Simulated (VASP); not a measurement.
HfIn4SiO6:

```
Hf In Si O
1.0
     2.71585   -4.70357    0.00833
     2.71585    4.70357    0.00833
    -1.87915    0.00000    7.40127
Hf In Si O
1 4 1 6
Direct
  0.78835 0.21165 0.00000
  0.62175 0.37825 0.50000
  0.45502 0.54498 0.00000
  0.28407 0.71593 0.50000
  0.95814 0.04186 0.50000
  0.12168 0.87832 0.00000
  0.06219 0.11415 0.86666
  0.88585 0.93781 0.13334
  0.79490 0.53784 0.86663
  0.46216 0.20510 0.13337
  0.15352 0.62879 0.13333
  0.37121 0.84648 0.86667
```

The cell was built by a generator and needn't be a form met in nature.

| Property | Result |
| --- | --- |
| Program | VASP 6.6.1 |
| Task | relaxation of cell and atoms |
| Functional | rev-vdW-DF2 |
| Potentials or basis | VASP PAW PBE potentials, release 64 (Hf_pv, In_d, Si, O) |
| Cutoff | 600 eV |
| k mesh | 6 × 6 × 4 |
| Occupations | fermi-dirac, width 0.05 eV |
| Spin | no spin polarisation |

At the start: pressure -2.3 GPa; volume 15.77 Å³/atom.

Q: How do energy, volume and symmetry change on relaxing?

A: Over 9 steps the energy falls by 3.9 meV/atom and the volume is 15.27 Å³/atom (-3.1 %); space group C2 (No. 5, to 0.05 Å).

The path:
```
step  energy change (eV)  largest force (eV/Å)  pressure (GPa)  volume (Å³)
   1              0.0000                0.1534           -2.33       189.24
   2             -0.0118                0.3739            1.92       183.02
   3             -0.0287                0.1763           -0.01       185.67
   4             -0.0394                0.1103           -0.01       184.86
   5             -0.0458                0.0977            0.02       183.53
   6             -0.0472                0.0216           -0.07       183.37
   7             -0.0472                0.0207           -0.06       183.38
   8             -0.0472                0.0125            0.12       183.20
   9             -0.0473                0.0091            0.04       183.28
```

Final structure:
```
CELL_PARAMETERS angstrom
2.70482 -4.67969 0.00797
2.70482 4.67969 0.00797
-1.87198 0.00000 7.23435
ATOMIC_POSITIONS crystal
Hf 0.78827 0.21173 0.00000
In 0.62175 0.37825 0.50000
In 0.45498 0.54502 0.00000
In 0.28407 0.71593 0.50000
In 0.95815 0.04185 0.50000
Si 0.12165 0.87835 0.00000
O 0.06025 0.11308 0.86415
O 0.88692 0.93975 0.13585
O 0.79431 0.53611 0.86403
O 0.46389 0.20569 0.13597
O 0.15350 0.62890 0.13591
O 0.37110 0.84650 0.86409
```

Caveat: the PAW data sets were made with another functional, which shifts forces and pressure a little.
